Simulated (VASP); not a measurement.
**Gap, carriers and strain in BiP (Pm-3m)**

Wanted: where the band edges of BiP lie, how heavy the carriers are and how strain moves the gap. The cell is generated by rule, not measured, and may not be a known phase.

Main program and level: VASP 6.6.1; PBE; plane waves and PAW (Bi_d, P), in the first sound run; inputs show where later runs differ.

The structure was built from a prototype and need not be the compound's stable phase.

## 1. The starting structure

It takes space group Pm-3m (No. 221, cubic). Conventional cell: a = 3.552 Å, b = 3.552 Å, c = 3.552 Å, α = 90.00°, β = 90.00°, γ = 90.00°. Nearest to Bi lie 8 P at 3.08 Å. Nearest to P lie 8 Bi at 3.08 Å. Farther neighbours are not listed.

As a file:

```xyz
2
Lattice="3.5524 0.0000 0.0000 0.0000 3.5524 0.0000 0.0000 0.0000 3.5524" Properties=species:S:1:pos:R:3 pbc="T T T"
Bi    0.0000    0.0000    0.0000
P     1.7762    1.7762    1.7762
```

## 2. Relaxation of the atoms

The cell is kept as given; the atoms are relaxed first, so that no residual force shifts the band edges.

Input file INCAR:

```
SYSTEM = BiP
PREC = Accurate
ENCUT = 400
EDIFF = 1E-06
NELM = 100
ISMEAR = 0
SIGMA = 0.02
LREAL = .FALSE.
ALGO = Normal
GGA = PE
NBANDS = 16
LORBIT = 11
LWAVE = .FALSE.
LCHARG = .FALSE.
KPAR = 4
IBRION = 2
NSW = 40
ISIF = 2
EDIFFG = -0.005
```

Input file POSCAR:

```
BiP
1.0
    3.5524400000      0.0000000000      0.0000000000
    0.0000000000      3.5524400000      0.0000000000
    0.0000000000      0.0000000000      3.5524400000
Bi P
1 1
Direct
    0.0000000000      0.0000000000      0.0000000000
    0.5000000000      0.5000000000      0.5000000000
```

Input file KPOINTS:

```
Automatic mesh
0
Gamma
8 8 8
0 0 0
```

The projector-augmented-wave data sets are Bi_d and P (PBE family, release 64).

Run with:

```console
mpirun -np 4 vasp_std
```

Log:

```text
[banner, memory and clock lines left out]
running    4 mpi-ranks, on    1 nodes
 distrk:  each k-point on    1 cores,    4 groups
 distr:  one band on    1 cores,    1 groups

 POSCAR found type information on POSCAR BiP
 POSCAR found :  2 types and       2 ions
 LDA part: xc-table for (Slater+PW92), standard interpolation
 POSCAR, INCAR and KPOINTS ok, starting setup
 FFT: planning ... GRIDC
 FFT: planning ... GRID_SOFT
 FFT: planning ... GRID
 WAVECAR not read
 entering main loop
       N       E                     dE             d eps       ncg     rms          rms(c)
DAV:   1     0.129393346638E+03    0.12939E+03   -0.90183E+03  1152   0.115E+03
DAV:   2    -0.112783212520E+01   -0.13052E+03   -0.12803E+03  1256   0.318E+02
DAV:   3    -0.853870231413E+01   -0.74109E+01   -0.73592E+01  1464   0.775E+01
DAV:   4    -0.868506041492E+01   -0.14636E+00   -0.14634E+00  1416   0.119E+01
DAV:   5    -0.869041565230E+01   -0.53552E-02   -0.53552E-02  1624   0.189E+00    0.308E+00
DAV:   6    -0.840695710919E+01    0.28346E+00   -0.10116E+00  1600   0.603E+00    0.173E+00
DAV:   7    -0.840922177777E+01   -0.22647E-02   -0.62173E-02  1312   0.138E+00    0.101E+00
DAV:   8    -0.840747325701E+01    0.17485E-02   -0.70121E-03  1424   0.739E-01    0.126E-01
DAV:   9    -0.840724917438E+01    0.22408E-03   -0.10429E-03  1584   0.223E-01    0.631E-02
DAV:  10    -0.840728629461E+01   -0.37120E-04   -0.24614E-04  1408   0.103E-01    0.403E-02
DAV:  11    -0.840726870403E+01    0.17591E-04   -0.72650E-05  1512   0.662E-02    0.640E-03
DAV:  12    -0.840726870377E+01    0.25148E-09   -0.40614E-06  1264   0.130E-02
   1 F= -.84072687E+01 E0= -.84069915E+01  d E =-.840727E+01
 curvature:   0.00 expect dE= 0.000E+00 dE for cont linesearch  0.000E+00
 trial: gam= 0.00000 g(F)=  0.000E+00 g(S)=  0.000E+00 ort = 0.000E+00 (trialstep = 0.100E+01)
 search vector abs. value=  0.100E-09
 reached required accuracy - stopping structural energy minimisation
```

Elapsed: 4.8 s, on 4 MPI ranks of AMD EPYC 7R43, shared host; peak memory 0.42 GiB.

The logs omit lines about the potential files and the build; timing stands in the text.

OUTCAR, selected parts (step 2):

```text
ion  position               nearest neighbor table
   1  0.000  0.000  0.000-   2 3.08   2 3.08   2 3.08   2 3.08   2 3.08   2 3.08   2 3.08   2 3.08

  LATTYP: Found a simple cubic cell.
 ALAT       =     3.5524400000

 Subroutine GETGRP returns: Found 48 space group operations
 (whereof 48 operations were pure point group operations)

The static configuration has the point symmetry O_h .

 Found     35 irreducible k-points:

   k-points           NKPTS =     35   k-points in BZ     NKDIM =     35   number of bands    NBANDS=     16

   dimension x,y,z NGX =    24 NGY =   24 NGZ =   24
   dimension x,y,z NGXF=    48 NGYF=   48 NGZF=   48

   ENCUT  =  400.0 eV  29.40 Ry    5.42 a.u.   5.79  5.79  5.79*2*pi/ulx,y,z

   NELECT =      20.0000    total number of electrons

 k-points in reciprocal lattice and weights: Automatic mesh
   0.00000000  0.00000000  0.00000000       0.002
   0.12500000  0.00000000  0.00000000       0.012
   0.25000000  0.00000000  0.00000000       0.012
   0.37500000  0.00000000  0.00000000       0.012
   0.50000000  0.00000000  0.00000000       0.006
   0.12500000  0.12500000  0.00000000       0.023
   0.25000000  0.12500000  0.00000000       0.047
   0.37500000  0.12500000  0.00000000       0.047
   0.50000000  0.12500000  0.00000000       0.023
[...]
0.50000000  0.50000000  0.37500000       0.012
   0.50000000  0.50000000  0.50000000       0.002

 average (electrostatic) potential at core
       1-102.7745       2 -80.2077

 E-fermi :   8.3909

 k-point     1 :       0.0000    0.0000    0.0000
  band No.  band energies     occupation
    ...
      6      -5.7813      2.00000
      7       1.9000      2.00000
      8       6.5151      2.00000
      9       6.5151      2.00000
     10       6.5151      2.00000
     11      12.2335      0.00000
     12      12.2335      0.00000
     13      14.6088      0.00000
     14      14.6088      0.00000
     15      14.6088      0.00000
    ...

 k-point     2 :       0.1250    0.0000    0.0000
  band No.  band energies     occupation
    ...
      6      -5.6008      2.00000
      7       1.4166      2.00000
      8       6.4095      2.00000
      9       6.7003      2.00000
     10       6.7003      2.00000
     11      12.3669      0.00000
     12      12.8398      0.00000
     13      14.0325      0.00000
     14      14.0325      0.00000
     15      14.1040      0.00000
    ...

 k-point     3 :       0.2500    0.0000    0.0000
  band No.  band energies     occupation
    ...
      6      -5.0646      2.00000
      7       0.1763      2.00000
      8       6.5551      2.00000
      9       7.2393      2.00000
     10       7.2393      2.00000
     11      11.5666      0.00000
     12      12.6935      0.00000
     13      12.6935      0.00000
     14      12.7552      0.00000
     15      15.9920      0.00000
    ...

  Total        0.6004585      0.6004585      0.6004585     -0.0000000     -0.0000000      0.0000000
  in kB       21.4591889     21.4591889     21.4591889     -0.0000000     -0.0000000      0.0000000
  external PRESSURE =      21.4591889 kB  Pullay stress =       0.0000000 kB

  energy-cutoff  :      400.00
  volume of cell :       44.83
      direct lattice vectors                 reciprocal lattice vectors
     3.552440000  0.000000000  0.000000000     0.281496661  0.000000000  0.000000000
     0.000000000  3.552440000  0.000000000     0.000000000  0.281496661  0.000000000
     0.000000000  0.000000000  3.552440000     0.000000000  0.000000000  0.281496661

 POSITION                                       TOTAL-FORCE (eV/Angst)
 -----------------------------------------------------------------------------------
      0.00000      0.00000      0.00000         0.000000      0.000000      0.000000
      1.77622      1.77622      1.77622         0.000000      0.000000      0.000000
 -----------------------------------------------------------------------------------
    total drift:                                0.000000      0.000000      0.000000

  FREE ENERGIE OF THE ION-ELECTRON SYSTEM (eV)
  ---------------------------------------------------
  free  energy   TOTEN  =        -8.4072687038 eV

  energy  without entropy=       -8.4067143718  energy(sigma->0) =       -8.40699154

 reached required accuracy - stopping structural energy minimisation

 total charge
# of ion       s       p       d       tot
------------------------------------------
    1        1.591   1.130   9.957  12.679
    2        1.126   1.276   0.000   2.401
--------------------------------------------------
tot          2.717   2.406   9.957  15.080

[... 3 further parts left out ...]
```

The k-mesh is coarse for a metal. The run keeps the 48 symmetry operations of its start, so it cannot find a distortion of lower symmetry.

The forces vanish from the start, and no atom moves.

This step gave:

| Quantity | Value |
| --- | --- |
| SCF cycles | 12 |
| electrons | 20 |
| bands | 16 |
| irreducible k-points | 35 |
| symmetry operations | 48 |
| free energy (TOTEN) | -8.407 eV |
| energy at zero smearing | -8.407 eV |
| Fermi energy | 8.391 eV |
| pressure | 2.146 GPa |
| metallic | yes |

## 3. Bands on a dense mesh

A dense even mesh and a path are solved together, since either alone can miss a band edge.

Changes to INCAR since step 2:

```diff
@@ -10,3 +10,3 @@
 GGA = PE
-NBANDS = 16
+NBANDS = 22
 LORBIT = 11
@@ -15,5 +15,2 @@
 KPAR = 4
-IBRION = 2
-NSW = 40
 ISIF = 2
-EDIFFG = -0.005
```

POSCAR is that of step 2.

Input file KPOINTS:

```
Automatic mesh
0
Gamma
12 12 12
0 0 0
```

Input file KPOINTS_OPT:

```
Line mode
24
Line-mode
Reciprocal
  0.00000000   0.00000000   0.00000000 GAMMA
  0.00000000   0.50000000   0.00000000 X

  0.00000000   0.50000000   0.00000000 X
  0.50000000   0.50000000   0.00000000 M

  0.50000000   0.50000000   0.00000000 M
  0.00000000   0.00000000   0.00000000 GAMMA

  0.00000000   0.00000000   0.00000000 GAMMA
  0.50000000   0.50000000   0.50000000 R

  0.50000000   0.50000000   0.50000000 R
  0.00000000   0.50000000   0.00000000 X

  0.50000000   0.50000000   0.00000000 M
  0.50000000   0.50000000   0.50000000 R
```

Run with:

```console
mpirun -np 4 vasp_std
```

Log:

```text
[... set-up lines as in an earlier step ...]
 entering main loop
       N       E                     dE             d eps       ncg     rms          rms(c)
DAV:   1     0.151964855947E+03    0.15196E+03   -0.81395E+03  3790   0.838E+02
DAV:   2     0.309285085551E+01   -0.14887E+03   -0.14214E+03  3858   0.281E+02
DAV:   3    -0.839317727903E+01   -0.11486E+02   -0.11384E+02  4632   0.734E+01
DAV:   4    -0.866403636454E+01   -0.27086E+00   -0.27065E+00  4468   0.114E+01
DAV:   5    -0.867341734952E+01   -0.93810E-02   -0.93804E-02  5128   0.206E+00    0.306E+00
DAV:   6    -0.840642058205E+01    0.26700E+00   -0.78523E-01  5778   0.437E+00    0.175E+00
DAV:   7    -0.840697243849E+01   -0.55186E-03   -0.45258E-02  4356   0.989E-01    0.974E-01
DAV:   8    -0.840525568219E+01    0.17168E-02   -0.49314E-03  4418   0.469E-01    0.115E-01
DAV:   9    -0.840513523791E+01    0.12044E-03   -0.68799E-04  5326   0.141E-01    0.581E-02
DAV:  10    -0.840515834872E+01   -0.23111E-04   -0.80890E-05  4518   0.450E-02    0.438E-02
DAV:  11    -0.840515296705E+01    0.53817E-05   -0.11798E-05  5146   0.230E-02    0.399E-03
DAV:  12    -0.840515272043E+01    0.24662E-06   -0.11306E-06  3414   0.618E-03
   1 F= -.84051527E+01 E0= -.84050485E+01  d E =-.208464E-03
 Start KPOINTS_OPT (optional k-point list driver)
k-point batch [1-84\144]
       N       E                     dE             ncg
DAV:   1     0.398245418161E+04   -0.26031E+05     3812
DAV:   2    -0.869140043614E+04   -0.12674E+05     3898
DAV:   3    -0.966714045819E+04   -0.97574E+03     4466
DAV:   4    -0.969048640816E+04   -0.23346E+02     4474
DAV:   5    -0.969133233076E+04   -0.84592E+00     5052
DAV:   6    -0.969135869703E+04   -0.26366E-01     4912
DAV:   7    -0.969135924176E+04   -0.54472E-03     5346
DAV:   8    -0.969135924805E+04   -0.62904E-05     3730
DAV:   9    -0.969135924848E+04   -0.43669E-06     3112
k-point batch [85-144\144]
       N       E                     dE             ncg
DAV:   1     0.684211785217E+04   -0.38615E+05     2686
DAV:   2    -0.205221196243E+04   -0.88943E+04     2736
DAV:   3    -0.272779133396E+04   -0.67558E+03     3564
DAV:   4    -0.274285498826E+04   -0.15064E+02     3394
DAV:   5    -0.274338639591E+04   -0.53141E+00     3724
DAV:   6    -0.274339984921E+04   -0.13453E-01     3620
DAV:   7    -0.274340021567E+04   -0.36646E-03     3818
DAV:   8    -0.274340021889E+04   -0.32201E-05     2934
DAV:   9    -0.274340021921E+04   -0.32134E-06     2358
```

Elapsed: 23 s, on 4 MPI ranks; peak memory 0.63 GiB; 88 s of CPU time.

OUTCAR, selected parts (step 3):

```text
The static configuration has the point symmetry O_h .

 Found     84 irreducible k-points:

   k-points           NKPTS =     84   k-points in BZ     NKDIM =     84   number of bands    NBANDS=     22

   NELECT =      20.0000    total number of electrons

 E-fermi :   8.4425

 k-point     1 :       0.0000    0.0000    0.0000
  band No.  band energies     occupation
    ...
      6      -5.7822      2.00000
      7       1.8967      2.00000
      8       6.5123      2.00000
      9       6.5123      2.00000
     10       6.5123      2.00000
     11      12.2340      0.00000
     12      12.2340      0.00000
     13      14.6069      0.00000
     14      14.6069      0.00000
     15      14.6069      0.00000
    ...

 k-point     2 :       0.0833    0.0000    0.0000
  band No.  band energies     occupation
    ...
      6      -5.7019      2.00000
      7       1.6780      2.00000
      8       6.4470      2.00000
      9       6.5949      2.00000
     10       6.5949      2.00000
     11      12.2934      0.00000
     12      12.6079      0.00000
     13      14.2643      0.00000
     14      14.3404      0.00000
     15      14.3404      0.00000
    ...

  Total        0.4980558      0.4980558      0.4980558      0.0000000      0.0000000      0.0000000
  in kB       17.7995202     17.7995202     17.7995202      0.0000000      0.0000000      0.0000000
  external PRESSURE =      17.7995202 kB  Pullay stress =       0.0000000 kB

  FREE ENERGIE OF THE ION-ELECTRON SYSTEM (eV)
  ---------------------------------------------------
  free  energy   TOTEN  =        -8.4051527204 eV

  energy  without entropy=       -8.4049442565  energy(sigma->0) =       -8.40504849

 total charge
# of ion       s       p       d       tot
------------------------------------------
    1        1.586   1.134   9.958  12.678
    2        1.124   1.276   0.000   2.400
--------------------------------------------------
tot          2.710   2.410   9.958  15.078

[... 7 parts as in an earlier step ...]

[... 6 further parts left out ...]
```

Numbers from this step:

```
bands                   : 22
irreducible k-points    : 84
free energy (TOTEN)     : -8.405 eV
energy at zero smearing : -8.405 eV
Fermi energy            : 8.443 eV
pressure                : 1.780 GPa
```

Electronic bands along the path, in eV, zero at the Fermi level; # counts the bands kept, so #1 is VASP's band 7:

```tsv
point	#1	#2	#3	#4	#5	#6	#7	#8
Γ	-6.55	-1.93	-1.93	-1.93	3.79	3.79	6.16	6.16
0.48 of the way	-8.14	-1.92	-1.27	-1.27	3.28	4.27	4.38	4.38
X	-10.81	-0.19	-0.08	0.25	0.25	1.90	1.90	5.26
0.48 of the way	-10.25	-3.48	-3.25	0.44	2.56	2.59	3.23	7.22
M	-9.24	-5.77	-5.77	0.69	3.82	4.10	4.10	6.69
0.52 of the way	-8.44	-4.21	-0.69	-0.15	0.93	3.91	4.90	6.39
Γ	-6.55	-1.93	-1.93	-1.93	3.79	3.79	6.16	6.16
0.52 of the way	-8.63	-3.60	-3.60	-1.46	1.85	1.85	3.88	8.92
R	-8.54	-2.68	-2.68	-2.68	-2.61	-2.61	-2.61	15.27
0.52 of the way	-9.77	-3.65	-3.34	-1.53	-0.82	2.76	4.00	8.99
X	-10.81	-0.19	-0.08	0.25	0.25	1.90	1.90	5.26
jump to M	-9.24	-5.77	-5.77	0.69	3.82	4.10	4.10	6.69
0.48 of the way	-8.96	-5.03	-5.03	-1.16	0.03	1.07	1.07	9.85
R	-8.54	-2.68	-2.68	-2.68	-2.61	-2.61	-2.61	15.27
```

Of the projections kept (Bi, P), the largest for each band there; the rest of the weight can lie on other orbitals:

```tsv
point	#1	#2	#3	#4	#5	#6	#7	#8
Γ	P 0.53	P 0.56	P 0.56	P 0.56	Bi 1.00	Bi 1.00	Bi 0.64	Bi 0.64
X	P 0.86	P 0.62	Bi 0.63	P 0.94	P 0.94	Bi 1.00	Bi 1.00	-
M	P 0.97	Bi 0.60	Bi 0.60	P 1.00	Bi 1.00	Bi 0.52	Bi 0.52	P 0.57
Γ	P 0.53	P 0.56	P 0.56	P 0.56	Bi 1.00	Bi 1.00	Bi 0.64	Bi 0.64
R	P 1.00	P 0.87	P 0.87	P 0.87	Bi 1.00	Bi 1.00	Bi 1.00	P 0.68
X	P 0.86	P 0.62	Bi 0.63	P 0.94	P 0.94	Bi 1.00	Bi 1.00	-
```

The electronic bands as a text plot (rows in eV, shown from -8.0 to 5.7 only):

```
    5.4 |  *   ***            ***  *                    **
    4.8 |    **             *****    *               *
    4.2 | ***         ******    ** **               * *
    3.7 |**  *      ******  ** * **   ****             *  *
    3.1 |   * *    ***   ***         *    *          **   *
    2.5 |    *    **      *   *       ***          **   *  *
    2.0 |      ****        *                       *   *** **
    1.4 |     *   *         *            * *
    0.8 |      * *   *****   *        *     *     *    **   **
    0.3 |      ******     **         * *  *       *   * ***
   -0.3 |     * *           ***            *     *   * *** * **
   -0.9 |    * * *           * *    *   *   **      *** *   *
   -1.4 |  ****   *         * ***  *         *  *  **  *     ***
   -2.0 |****     *             ****     *    ** ***  **      ***
   -2.6 |                  *    *   **        ****   **        **
   -3.2 |          *           *      **  *  ***    **          *
   -3.7 |           *     *   *         ******  *****          *
   -4.3 |           *        *                    *           *
   -4.9 |            *   * **                                *
   -5.4 |             * ***                               ***
   -6.0 |              *
   -6.6 |*                       ***
   -7.1 | *                    **   *
   -7.7 |  *                  *      *
         Γ      X      M          Γ            R        X|M     R
```

At 1.8 GPa the cell is away from the equilibrium volume of this level: left free, it would expand.

(Continued in part 2 of 2.)

[Lines on the potential files, build, host, timing and source positions are cut from VASP's logs without a mark.]

[Logs are printed without paths, hosts, clocks, repeated set-up lines and the standing remarks that a program may print on its own settings, such as how far it seeks lower states.]

[Hosts, paths, dates, database ids (printed as entryN), source tags and the programs' standing remarks are cut or masked in the printed files.]

[In band tables of VASP the shares of atoms and orbitals are scaled to a sum of 1 inside the atoms' spheres.]

[Gaps and slopes under strain along one axis are those of the sampled path and mesh points; where strain splits equal valleys, another of them can be the edge.]
